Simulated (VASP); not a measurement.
Consider the following.

```
MnF2
1.0
    4.88521     0.00000     0.00000
    0.00000     4.88521     0.00000
    0.00000     0.00000     3.30964
Mn F
2 4
Cartesian
  0.00000   0.00000   0.00000
  2.44261   2.44261   1.65482
  1.48546   1.48546   0.00000
  3.92806   0.95715   1.65482
  0.95715   3.92806   1.65482
  3.39976   3.39976   0.00000
```
Starting moments (μB, in the order of the record's atoms Mn Mn F F F F): 4.6 -4.6 0.0 0.0 0.0 0.0.

The numbers are results of TPSS meta-GGA, VASP's PBE PAW potentials (set 64) (plane waves; VASP), not measurements. Settings: 520 eV cut-off, 4×4×6 Γ-centred mesh, Gaussian smearing of 0.050 eV, potentials Mn_pv F.

### Question
What does the run give for the cell moment, energy per atom (σ→0), band gap (on the k-mesh) with the smallest direct gap where there is one?

### Answer

```
Property                                       Value
-----------------------------------  ---------------
band gap (on the k-mesh)                     2.59 eV
smallest direct gap (on the k-mesh)          2.64 eV
cell moment                                  0.00 μB
energy per atom (σ→0)                -10.887 eV/atom
```

### Question
Give the moment on each site (PAW-sphere projection).

### Answer

| site | moment (μB) |
|---|---|
| Mn1 | -4.58 |
| Mn2 | 4.58 |
| F3 | 0.03 |
| F4 | -0.03 |
| F5 | -0.03 |
| F6 | 0.03 |

Only differences to runs with the same potentials and settings are physical.

The compound is MnF2 in the rutile structure. It was relaxed first. The start is the result of an earlier pass.
